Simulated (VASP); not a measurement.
Here is the system:

```xyz
3
Lattice="1.5770 0.9105 6.1060 -1.5770 0.9105 6.1060 0.0000 -1.8210 6.1060" Properties=species:S:1:pos:R:3 pbc="T T T"
Fe     0.0000     0.0000     0.0000
Se     0.0000     0.0000    13.7807
Se     0.0000     0.0000    10.6428
```
Starting moments (μB, in the order of the record's atoms Fe Se Se): 4.0 0.0 0.0.

The numbers are results of PBE GGA, VASP's PBE PAW potentials (set 64) (plane waves; VASP 6.6.1), not measurements. Run with 300 eV cut-off, 4×4×4 Γ-centred mesh, Fermi-Dirac smearing of 0.10 eV, potentials Fe Se.

At this cut-off the stress carries a Pulay error, which pulls relaxed volumes low. Energy and stress use the plane-wave basis of the starting cell. The moments were started parallel, and other spin orders were not tried in this run.

### Question
The ions, cell shape and volume are relaxed. Which structure does the run end with?

### Answer

```xyz
3
Lattice="1.6171 0.9336 6.5087 -1.6171 0.9336 6.5087 0.0000 -1.8673 6.5087" Properties=species:S:1:pos:R:3 pbc="T T T"
Fe     0.0000     0.0000     0.0007
Se     0.0000     0.0000    14.5776
Se     0.0000     0.0000    11.4558
```
Space group R3m (160), at a tolerance of 0.03 Å. The cell ends with 1.98 μB, on the sites 2.10 -0.07 -0.07 μB.

### Question
How do energy and volume change from the first to the last step?

### Answer
The energy (σ→0) changes by -31.0 meV/atom and the volume by +12.1 %, in 19 ionic steps.

The structure was generated: FeSe2 was put into an ordered model structure, which need not be its known phase. This run relaxes it. Symmetry was kept, so distortions that lower it aren't found. The k-mesh is coarse (spacing up to 0.57 per Å, 2π included), so the numbers may not be converged in it. The run is one of a series of settings (EDIFFG = -0.01, IBRION = 2, ISIF = 3, NSW = 50 against the base run), some of them coarse on purpose.
